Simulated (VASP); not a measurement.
An input for Ansatz (written as the equivalent of a VASP run, and not itself run):

Ansatz 0.2 input:
```yaml
crystal:
  lattice:
    - [0.0000000, 2.2159310, 2.2159310]
    - [2.2159310, 0.0000000, 2.2159310]
    - [2.2159310, 2.2159310, 0.0000000]
  atoms:
    - { symbol: Li, position: [0.2500000, 0.2500000, 0.2500000] }
    - { symbol: Li, position: [0.7500000, 0.7500000, 0.7500000] }
    - { symbol: O, position: [0.0000000, 0.0000000, 0.0000000] }
kpoints:
  mp_grid: { grid: [9, 9, 9] }
hamiltonian:
  xc: pbesol
  pseudopotentials: { kind: paw }
scf:
  occupations: { method: gaussian, width: 0.05 }
  max_iter: 100
relax:
  max_steps: 40
  f_tol: 0.02
  cell: { p_target: 20 }
output: { forces: true, stress: true, eigenvalues: true }
```

Problem. Translate this input to VASP (INCAR, KPOINTS, POSCAR, choice of POTCAR).

Solution. One answer among several that fit: 
### POSCAR
```
Li2O
1.0
  0.0000000000   2.2159309950   2.2159309950
  2.2159309950   0.0000000000   2.2159309950
  2.2159309950   2.2159309950   0.0000000000
Li O
2 1
Cart
  1.1079654975   1.1079654975   1.1079654975
  3.3238964925   3.3238964925   3.3238964925
  0.0000000000   0.0000000000   0.0000000000
```

KPOINTS:
```
Automatic mesh
0
Gamma
9 9 9
0 0 0
```

**INCAR**
```
! general
SYSTEM  = Li2O
PREC    = Accurate
ENCUT   = 620   ! plane-wave cut-off (eV)
LREAL   = .FALSE.
LASPH   = .TRUE.

! electronic loop
EDIFF   = 1E-6
NELM    = 100
ALGO    = Normal   ! blocked Davidson

! smearing
ISMEAR  = 0
SIGMA   = 0.05   ! width (eV)

! functional
GGA     = PS   ! PBEsol

! ions
IBRION  = 2
NSW     = 40
ISIF    = 3   ! ions, shape and volume
EDIFFG  = -0.02   ! ionic stop
PSTRESS = 200   ! kbar

! output
LWAVE   = .FALSE.
LCHARG  = .FALSE.
```

POTCAR, in this order: Li_sv O (PBE.64 set). Program: vasp_std.

Limits of the translation: each code has its own PAW files, so the cut-off isn't converted (ENCUT is set for VASP's; basis.ecutwfc is left out, and Ansatz then takes the one that its files recommend); Ansatz stops its SCF on the density residual and VASP on the energy change (EDIFF).

The compound is Li2O in the antifluorite structure. This run relaxes it under an external pressure of 20 GPa. Symmetry was kept, so distortions that lower it aren't found.
